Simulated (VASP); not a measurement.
# A VASP study of AlNi (PBE + D3(BJ)): structure first, properties next, part 5 of 6

Wanted: the relaxed cell of AlNi and its properties. The start is a cell from a database of measured crystal structures.

VASP 6.6.1, plane waves and PAW; the level of theory is named at each step.

Still holding for the runs below: This run allows spin, but its moments start at zero, where symmetry between the spins tends to hold them, which is where the search above led. Its electron count is odd, so without a moment it is a metal by construction.

So far. Step 10 (Band structure (PBE + D3(BJ))): There is no gap at this level. Step 10 (Band structure (PBE + D3(BJ))): Of the bands kept, 2 cross the Fermi level on this path. The relaxed cell has a = 2.855 Å (conventional setting).

The database entry behind the starting cell differs from later determinations by our own check (about 0.2 % short), so it need not match the best structure at ambient conditions.

### Step 11. Density of states (PBE + D3(BJ))

Level of this step: PBE with D3(BJ), zero-moment start; plane waves and PAW (Al, Ni) (VASP).

A density of states needs more k-points than a total energy, and tetrahedra (ISMEAR = -5) or a smearing that fits the mesh; LORBIT projects the states on the PAW spheres. The mesh is finer than in the run before.

INCAR reads:

```
SYSTEM = AlNi
PREC = Accurate
ENCUT = 400
EDIFF = 1E-06
NELM = 100
ISMEAR = -5
SIGMA = 0.2
LREAL = .FALSE.
ALGO = Normal
GGA = PE
IVDW = 12
NBANDS = 19
ISPIN = 2
MAGMOM = 0 0
LASPH = .TRUE.
LMAXMIX = 4
LORBIT = 11
LWAVE = .FALSE.
LCHARG = .FALSE.
KPAR = 4
NEDOS = 2001
```

POSCAR reads:

```
AlNi
1.0
    2.8552291790      0.0000000000      0.0000000000
    0.0000000000      2.8552291790      0.0000000000
    0.0000000000      0.0000000000      2.8552291790
Al Ni
1 1
Direct
    0.0000000000      0.0000000000      0.0000000000
    0.5000000000      0.5000000000      0.5000000000
```

KPOINTS reads:

```
Automatic mesh
0
Gamma
10 10 10
0 0 0
```

The projector-augmented-wave data sets are Al and Ni (PBE family, release 64).

Run with:

```
> mpirun -np 4 vasp_std
```

Log:

```text
[... set-up lines as in an earlier step ...]
 entering main loop
       N       E                     dE             d eps       ncg     rms          rms(c)
DAV:   1     0.410884496148E+02    0.41088E+02   -0.41577E+03  4464   0.584E+02
DAV:   2    -0.969386065409E+01   -0.50782E+02   -0.44928E+02  4592   0.139E+02
DAV:   3    -0.119583018544E+02   -0.22644E+01   -0.22270E+01  5134   0.313E+01
DAV:   4    -0.119830842899E+02   -0.24782E-01   -0.24749E-01  5032   0.291E+00
DAV:   5    -0.119836082623E+02   -0.52397E-03   -0.52376E-03  4941   0.457E-01    0.121E+01
DAV:   6    -0.137513485773E+02   -0.17677E+01   -0.39594E+01  5093   0.687E+01    0.153E+01
DAV:   7    -0.105494642519E+02    0.32019E+01   -0.11743E+01  5004   0.407E+01    0.997E-01
DAV:   8    -0.105350711209E+02    0.14393E-01   -0.17978E-01  5569   0.373E+00    0.101E+00
DAV:   9    -0.105212757709E+02    0.13795E-01   -0.44541E-02  5552   0.216E+00    0.239E-01
DAV:  10    -0.105208665651E+02    0.40921E-03   -0.21360E-03  6007   0.499E-01    0.751E-02
DAV:  11    -0.105208656835E+02    0.88158E-06   -0.42735E-05  5419   0.434E-02    0.697E-03
DAV:  12    -0.105208656463E+02    0.37179E-07   -0.51369E-07  3464   0.497E-03
   1 F= -.11431836E+02 E0= -.11431836E+02  d E =0.000000E+00  mag=     0.0000
 -----------------------------------------------------------------------------
|                                                                             |
|           W    W    AA    RRRRR   N    N  II  N    N   GGGG   !!!           |
|           W    W   A  A   R    R  NN   N  II  NN   N  G    G  !!!           |
|           W    W  A    A  R    R  N N  N  II  N N  N  G       !!!           |
|           W WW W  AAAAAA  RRRRR   N  N N  II  N  N N  G  GGG   !            |
|           WW  WW  A    A  R   R   N   NN  II  N   NN  G    G                |
|           W    W  A    A  R    R  N    N  II  N    N   GGGG   !!!           |
|                                                                             |
|     Tetrahedron method does not include variations of the Fermi             |
|     occupations, so forces and stress will be inaccurate. We suggest        |
|     using a different smearing scheme ISMEAR = 1 or 2 for metals in         |
|     relaxations.                                                            |
|                                                                             |
 -----------------------------------------------------------------------------
```

It took 6 s on 4 MPI ranks of Intel Xeon 6975P-C (Granite Rapids), shared host; peak memory 0.6 GiB; 22 s of CPU time.

Parts of OUTCAR (step 11):

```text
   k-points           NKPTS =     56   k-points in BZ     NKDIM =     56   number of bands    NBANDS=     19

   NELECT =      13.0000    total number of electrons

 E-fermi :  10.4148

 spin component 1
 k-point     1 :       0.0000    0.0000    0.0000
  band No.  band energies     occupation
    ...
      2       7.0301      1.00000
      3       7.0301      1.00000
      4       8.7908      1.00000
      5       8.7908      1.00000
      6       8.7908      1.00000
      7      16.0022      0.00000
      8      16.0022      0.00000
      9      16.0022      0.00000
     10      18.6010      0.00000
     11      18.6010      0.00000
    ...

 k-point     2 :       0.1000    0.0000    0.0000
  band No.  band energies     occupation
    ...
      2       7.0135      1.00000
      3       7.0746      1.00000
      4       8.7100      1.00000
      5       8.7100      1.00000
      6       8.7994      1.00000
      7      14.3618      0.00000
      8      16.2485      0.00000
      9      16.2485      0.00000
     10      18.6081      0.00000
     11      20.0551      0.00000
    ...

 Edisp (eV)   -0.91097

  Total      -0.01376    -0.01376    -0.01376    -0.00000    -0.00000     0.00000
  in kB      -0.94743    -0.94743    -0.94743    -0.00000    -0.00000     0.00000
  external pressure =       -0.95 kB  Pullay stress =        0.00 kB

  FREE ENERGIE OF THE ION-ELECTRON SYSTEM (eV)
  ---------------------------------------------------
  free  energy   TOTEN  =       -11.4318361440 eV

  energy  without entropy=      -11.4318361440  energy(sigma->0) =      -11.43183614

 magnetization (x)
# of ion       s       p       d       tot
------------------------------------------
    1       -0.000   0.000   0.000  -0.000
    2        0.000  -0.000   0.000   0.000
--------------------------------------------------
tot         -0.000   0.000   0.000  -0.000

[... 7 parts as in an earlier step ...]

[... 10 further parts left out ...]
```

With tetrahedra the forces and stress of a metal are not exact derivatives of the energy.

This step gave:

```
irreducible k-points                                 : 56
free energy (TOTEN)                                  : -11.43 eV
Fermi energy                                         : 10.41 eV
pressure                                             : -0.09474 GPa
DOS at the Fermi level, one point of the energy grid : 0.8594 states/eV/cell
```

The density of states has structure finer than the step of the table below, so its rows give means over 1 eV, whole bins alone (the curve runs from -12.0 to 7.89 eV). Peaks (eV: height): total -3.2: 3.59, -2.5: 4.64, -2.1: 9.66, -0.6: 2.09; Ni d -3.2: 2.44, -2.5: 3.98, -2.1: 8.59, -0.6: 1.63; Ni p -4.0: 0.111, -3.1: 0.195, -2.1: 0.126, 2.7: 0.113; Al p -4.0: 0.190, -3.1: 0.174, -2.2: 0.0876, 5.9: 0.127; Ni s -4.2: 0.110, -2.1: 0.0712, -0.6: 0.0832, 2.2: 0.105.

States under -12.0 eV and over 7.9 eV are left out; both spin channels agree and are summed. Table of density of states by energy, zero at the Fermi level; means over each step; values in states/eV/cell:

```tsv
energy (eV)	total	Ni d	Ni p	Al p	Ni s	Al s
-11	0.0717	0	0.00134	6.4e-4	0.0197	0.0141
-10	0.184	0.00102	0.00786	0.00375	0.0453	0.0344
-9	0.260	0.00463	0.0177	0.00852	0.0544	0.0456
-8	0.346	0.0143	0.0330	0.0134	0.0545	0.0602
-7	0.467	0.0459	0.0528	0.0184	0.0445	0.0829
-6	0.608	0.140	0.0483	0.0328	0.0488	0.0795
-5	0.660	0.217	0.0426	0.0511	0.0610	0.0370
-4	1.53	0.799	0.0759	0.112	0.0702	0.0207
-3	2.55	1.86	0.103	0.0942	0.00886	0.00181
-2	4.90	4.34	0.0768	0.0465	0.0316	0.00312
-1	0.885	0.679	0.0476	0.0230	0.0241	0.00265
0	0.949	0.586	0.0856	0.0507	0.0326	0.00888
1	0.411	0.173	0.0615	0.0350	0.0104	0.00566
2	0.441	0.132	0.0579	0.0238	0.0607	0.0118
3	0.840	0.252	0.0965	0.0489	0.0762	0.0603
4	0.797	0.204	0.0800	0.0647	0.0445	0.0858
5	0.772	0.166	0.0741	0.0874	0.0463	0.0592
6	0.907	0.154	0.100	0.121	0.0530	0.0530
7	0.819	0.116	0.101	0.108	0.0449	0.0397
```

The finer mesh and the other smearing move the Fermi level by -0.15 eV from the 7×7×7 run, one measure of the sampling error in the zero of the bands above. Of the states within 0.3 eV of the Fermi level, the largest shares in the PAW spheres are Ni d 60 %, Ni p 10 % and Al p 6 %. The rest lies in smaller channels or between the spheres.

### Step 12. Vibrations at Γ (PBE + D3(BJ))

Zone-centre modes test whether the atoms sit at a minimum within this cell. IBRION = 6 takes the force constants from differences of forces between displaced cells, so the forces must be tight.

INCAR reads:

```
SYSTEM = AlNi
PREC = Accurate
ENCUT = 400
EDIFF = 1E-08
NELM = 100
ISMEAR = 1
SIGMA = 0.2
LREAL = .FALSE.
ALGO = Normal
GGA = PE
IVDW = 12
NBANDS = 13
ISPIN = 2
MAGMOM = 0 0
LASPH = .TRUE.
LMAXMIX = 4
LORBIT = 11
LWAVE = .FALSE.
LCHARG = .FALSE.
KPAR = 4
IBRION = 6
NFREE = 2
POTIM = 0.015
ISIF = 2
NSW = 1
```

POSCAR is that of step 11.

KPOINTS reads:

```
Automatic mesh
0
Gamma
13 13 13
0 0 0
```

Run with:

```
> mpirun -np 4 vasp_std
```

Log:

```text
[... set-up lines as in an earlier step ...]
 entering main loop
       N       E                     dE             d eps       ncg     rms          rms(c)
DAV:   1     0.349222657048E+02    0.34922E+02   -0.46452E+03  4474   0.857E+02
DAV:   2    -0.106778433276E+02   -0.45600E+02   -0.41739E+02  4638   0.167E+02
DAV:   3    -0.119599091874E+02   -0.12821E+01   -0.12736E+01  5356   0.325E+01
DAV:   4    -0.119768158263E+02   -0.16907E-01   -0.16902E-01  4999   0.348E+00
DAV:   5    -0.119773172487E+02   -0.50142E-03   -0.50141E-03  5398   0.648E-01    0.121E+01
DAV:   6    -0.136855291922E+02   -0.17082E+01   -0.45975E+01  5118   0.100E+02    0.152E+01
DAV:   7    -0.105476942468E+02    0.31378E+01   -0.13713E+01  5108   0.600E+01    0.102E+00
DAV:   8    -0.105381182061E+02    0.95760E-02   -0.27407E-01  5397   0.565E+00    0.101E+00
DAV:   9    -0.105243211407E+02    0.13797E-01   -0.43206E-02  5480   0.287E+00    0.172E-01
DAV:  10    -0.105240852971E+02    0.23584E-03   -0.85576E-04  5439   0.383E-01    0.811E-02
DAV:  11    -0.105240782172E+02    0.70798E-05   -0.45962E-05  6564   0.792E-02    0.153E-02
DAV:  12    -0.105240774459E+02    0.77137E-06   -0.11980E-06  5643   0.139E-02    0.309E-03
DAV:  13    -0.105240772714E+02    0.17448E-06   -0.35901E-08  4930   0.155E-03    0.198E-03
DAV:  14    -0.105240771441E+02    0.12729E-06   -0.17485E-08  3354   0.103E-03    0.842E-04
DAV:  15    -0.105240771568E+02   -0.12685E-07   -0.18561E-09  2834   0.395E-04    0.447E-04
DAV:  16    -0.105240771684E+02   -0.11643E-07   -0.21036E-10  2594   0.169E-04    0.239E-04
DAV:  17    -0.105240771841E+02   -0.15710E-07   -0.15097E-09  2489   0.479E-04    0.254E-05
DAV:  18    -0.105240771838E+02    0.35197E-09   -0.53901E-11  2424   0.699E-05
   1 F= -.11435048E+02 E0= -.11436125E+02  d E =0.323248E-02  mag=    -0.0000
 Found     2 degrees of freedom:
 Finite differences POTIM= 0.01500 DOF=   2
 bond charge predicted
       N       E                     dE             d eps       ncg     rms          rms(c)
DAV:   1    -0.105233671771E+02    0.71001E-03   -0.21149E-02 10467   0.963E-01    0.484E-02
DAV:   2    -0.105233425523E+02    0.24625E-04   -0.45492E-04 12796   0.195E-01    0.245E-02
DAV:   3    -0.105233283722E+02    0.14180E-04   -0.45493E-05 12042   0.456E-02    0.875E-03
DAV:   4    -0.105233289068E+02   -0.53459E-06   -0.83308E-06 13231   0.387E-02    0.706E-03
DAV:   5    -0.105233285998E+02    0.30704E-06   -0.25879E-06 12482   0.236E-02    0.274E-03
DAV:   6    -0.105233286428E+02   -0.43013E-07   -0.64278E-08 11337   0.262E-03    0.453E-04
DAV:   7    -0.105233286433E+02   -0.46430E-09   -0.11471E-09  6736   0.285E-04
   2 F= -.11434301E+02 E0= -.11435379E+02  d E =0.323269E-02  mag=    -0.0000
[...]
3 F= -.11434301E+02 E0= -.11435379E+02  d E =0.323268E-02  mag=     0.0000
[...]
4 F= -.11434304E+02 E0= -.11435381E+02  d E =0.323270E-02  mag=     0.0000
 Finite differences progress:
  Degree of freedom:   2/  2
  Displacement:        1/  2
  Total:               3/  4
 bond charge predicted
       N       E                     dE             d eps       ncg     rms          rms(c)
DAV:   1    -0.105229460429E+02    0.38510E-03   -0.26944E+00 11067   0.111E+01    0.181E-01
DAV:   2    -0.105238480459E+02   -0.90200E-03   -0.15938E-02 11727   0.135E+00    0.143E-01
DAV:   3    -0.105236000254E+02    0.24802E-03   -0.17595E-03 12747   0.587E-01    0.106E-01
DAV:   4    -0.105233412271E+02    0.25880E-03   -0.40402E-04 13474   0.208E-01    0.280E-02
DAV:   5    -0.105233309720E+02    0.10255E-04   -0.58097E-05 12992   0.104E-01    0.423E-03
DAV:   6    -0.105233311457E+02   -0.17373E-06   -0.14621E-06 11422   0.976E-03    0.117E-03
DAV:   7    -0.105233311484E+02   -0.27107E-08   -0.27185E-08 10891   0.194E-03
   5 F= -.11434304E+02 E0= -.11435381E+02  d E =0.323259E-02  mag=     0.0000
 Finite differences progress:
  Degree of freedom:   2/  2
  Displacement:        2/  2
  Total:               4/  4
```

Run time: 28 s. Hardware: 4 MPI ranks; peak memory 0.91 GiB; 1.8 min of CPU time.

From OUTCAR (step 12):

```text
   k-points           NKPTS =     84   k-points in BZ     NKDIM =     84   number of bands    NBANDS=     13

   NELECT =      13.0000    total number of electrons

 Edisp (eV)   -0.91097

 E-fermi :  10.3577

 spin component 1
 k-point     1 :       0.0000    0.0000    0.0000
  band No.  band energies     occupation
    ...
      2       7.0317      1.00000
      3       7.0320      1.00000
      4       8.7929      1.00000
      5       8.7932      1.00000
      6       8.7932      1.00000
      7      16.0020      0.00000
      8      16.0020      0.00000
      9      16.0021      0.00000
     10      18.6015      0.00000
     11      18.6018      0.00000
    ...

 k-point     2 :       0.0769    0.0000    0.0000
  band No.  band energies     occupation
    ...
      2       7.0239      1.00000
      3       7.0584      1.00000
      4       8.7442      1.00000
      5       8.7442      1.00000
      6       8.7981      1.00000
      7      14.8825      0.00000
      8      16.1488      0.00000
      9      16.1488      0.00000
     10      18.6057      0.00000
     11      19.6155      0.00000
    ...

 Edisp (eV)   -0.91097

  Total      -0.01061    -0.00836    -0.00836     0.00000     0.00000    -0.00000
  in kB      -0.73007    -0.57550    -0.57550     0.00000     0.00000    -0.00000
  external pressure =       -0.63 kB  Pullay stress =        0.00 kB

 POSITION                                       TOTAL-FORCE (eV/Angst)
 -----------------------------------------------------------------------------------
      0.00000      0.00000      0.00000        -0.099353     -0.000000      0.000000
      1.41261      1.42761      1.42761         0.099353      0.000000     -0.000000
 -----------------------------------------------------------------------------------
    total drift:                               -0.000395     -0.000000     -0.000016

  FREE ENERGIE OF THE ION-ELECTRON SYSTEM (eV)
  ---------------------------------------------------
  free  energy   TOTEN  =       -11.4343038038 eV

  energy  without entropy=      -11.4375363954  energy(sigma->0) =      -11.43538133

 Eigenvectors and eigenvalues of the dynamical matrix
 ----------------------------------------------------

   1 f  =    9.364930 THz    58.841592 2PiTHz  312.380450 cm-1    38.730222 meV
             X         Y         Z           dx          dy          dz
      0.000000  0.000000  0.000000    -0.827902    0.000000    0.000000
      1.427615  1.427615  1.427615     0.560872   -0.000000    0.000000

   2 f  =    9.364930 THz    58.841592 2PiTHz  312.380450 cm-1    38.730222 meV
             X         Y         Z           dx          dy          dz
      0.000000  0.000000  0.000000     0.000000    0.827902   -0.000000
      1.427615  1.427615  1.427615     0.000000   -0.560872    0.000000

   3 f  =    9.364930 THz    58.841592 2PiTHz  312.380450 cm-1    38.730222 meV
             X         Y         Z           dx          dy          dz
      0.000000  0.000000  0.000000     0.000000    0.000000    0.827902
      1.427615  1.427615  1.427615    -0.000000    0.000000   -0.560872

   4 f/i=    0.003626 THz     0.022784 2PiTHz    0.120954 cm-1     0.014996 meV
             X         Y         Z           dx          dy          dz
      0.000000  0.000000  0.000000     0.560872   -0.000000    0.000000
      1.427615  1.427615  1.427615     0.827902    0.000000    0.000000

   5 f/i=    0.003626 THz     0.022784 2PiTHz    0.120954 cm-1     0.014996 meV
             X         Y         Z           dx          dy          dz
      0.000000  0.000000  0.000000    -0.000000    0.560872   -0.000000
      1.427615  1.427615  1.427615    -0.000000    0.827902    0.000000

   6 f/i=    0.003626 THz     0.022784 2PiTHz    0.120954 cm-1     0.014996 meV
             X         Y         Z           dx          dy          dz
      0.000000  0.000000  0.000000    -0.000000   -0.000000   -0.560872
      1.427615  1.427615  1.427615     0.000000    0.000000   -0.827902

 ELASTIC MODULI CONTR FROM IONIC RELAXATION (kBar)
 Direction    XX          YY          ZZ          XY          YZ          ZX
 --------------------------------------------------------------------------------
 XX           0.0000      0.0000      0.0000      0.0000      0.0000      0.0000
 YY           0.0000      0.0000      0.0000      0.0000      0.0000      0.0000
 ZZ           0.0000      0.0000      0.0000      0.0000      0.0000      0.0000
 XY           0.0000      0.0000      0.0000      0.0000      0.0000      0.0000
 YZ           0.0000      0.0000      0.0000      0.0000      0.0000      0.0000
 ZX           0.0000      0.0000      0.0000      0.0000      0.0000      0.0000
 --------------------------------------------------------------------------------

 magnetization (x)
# of ion       s       p       d       tot
------------------------------------------
    1       -0.000   0.000   0.000  -0.000
    2       -0.000  -0.000  -0.000  -0.000
--------------------------------------------------
tot         -0.000  -0.000  -0.000  -0.000

[... 6 parts as in an earlier step ...]

[... 10 further parts left out ...]
```

CONTCAR:

```
AlNi
   1.00000000000000
     2.8552291790000002    0.0000000000000000    0.0000000000000000
     0.0000000000000000    2.8552291790000002    0.0000000000000000
     0.0000000000000000    0.0000000000000000    2.8552291790000002
  Al              Ni
     1     1
Direct
     0.0000000000000000    0.0000000000000000    0.0000000000000000
     0.4947464812596047    0.4999999999999999    0.4999999999999999
```

The last energy, forces, stress and levels in OUTCAR belong to the last displaced cell, not to the cell of POSCAR.

Numbers from this step:

- bands: 13
- irreducible k-points: 84
- pressure of the cell: -0.08377 GPa
- largest force of the cell: 0 eV/Å

Modes at Γ, with each element's share of the kinetic energy:

```tsv
mode	frequency (cm⁻¹)	symmetry	Al %	Ni %
1	-0.1	acoustic	31	69
2	-0.1	acoustic	31	69
3	-0.1	acoustic	31	69
4	312.4	T1u	69	31
5	312.4	T1u	69	31
6	312.4	T1u	69	31
```

Displacements in mode 4 (312.4 cm⁻¹), the largest set to 1:
```
Al1  0.00  0.00  1.00
Ni2  0.00  0.00 -0.46
```

The three acoustic modes lie within 0.1 cm⁻¹ of zero, and all others are real. By the characters of their eigenvectors the optical modes sort into (cm⁻¹) infrared active: T1u 312.

(Continued in part 6 of 6.)

[Lines on the potential files, build, host, timing and source positions are cut from VASP's logs without a mark.]

[Logs are printed without paths, hosts, clocks, repeated set-up lines and the standing remarks that a program may print on its own settings, such as how far it seeks lower states.]

[Hosts, paths, dates, database ids (printed as entryN), source tags and the programs' standing remarks are cut or masked in the printed files.]

[A measured line is paired with the nearest computed mode of its activity, which favours agreement.]

[In band tables of VASP the shares of atoms and orbitals are scaled to a sum of 1 inside the atoms' spheres.]
